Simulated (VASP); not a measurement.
CsBH$_{4}$ (space group F-43m): computed properties

All values below come from LDA (Ceperley-Alder, Perdew-Zunger), VASP's LDA PAW potentials (set 64) (plane waves; VASP).

| Property | Value |
|---|---|
| space group | F-43m (216) |
| cell | a = 7.0507 Å, b = 7.0507 Å, c = 7.0507 Å, α = 90.00°, β = 90.00°, γ = 90.00° |
| volume per atom | 14.60 Å³/atom |
| band gap (over mesh and band path) | 5.06 eV |
| smallest direct gap (over mesh and band path) | 5.08 eV |
| band-edge character without spin-orbit coupling | indirect, W to X |
| band gap with spin-orbit coupling | 4.99 eV |
| density | 2.80 g/cm³ |
| mean ε∞ (DFPT) | 2.59 |
| mean ε∞ (independent particles) | 2.85 |
| mean static ε | 4.65 |
| optical Γ-point spectrum | 179 (×3), 350 (×3), 1049 (×3), 1170 (×2), 2289, 2347 (×3) cm⁻¹ |

```
CELL_PARAMETERS angstrom
      0.00000     3.52534     3.52534
      3.52534     0.00000     3.52534
      3.52534     3.52534     0.00000
ATOMIC_POSITIONS crystal
  Cs 0.00000 0.00000 0.00000
  B  0.50000 0.50000 0.50000
  H  0.60093 0.60093 0.60093
  H  0.19722 0.60093 0.60093
  H  0.60093 0.60093 0.19722
  H  0.60093 0.19722 0.60093
```

Unless said otherwise, spin-orbit coupling is left out, though it shifts the bands of the heavy elements here.

The structure comes from a computed database's CsBH4 entry (F-43m); how it stands against other phases isn't given here. It was relaxed first, which changed the volume by -11 %. Symmetry was kept, so distortions that lower it aren't found.
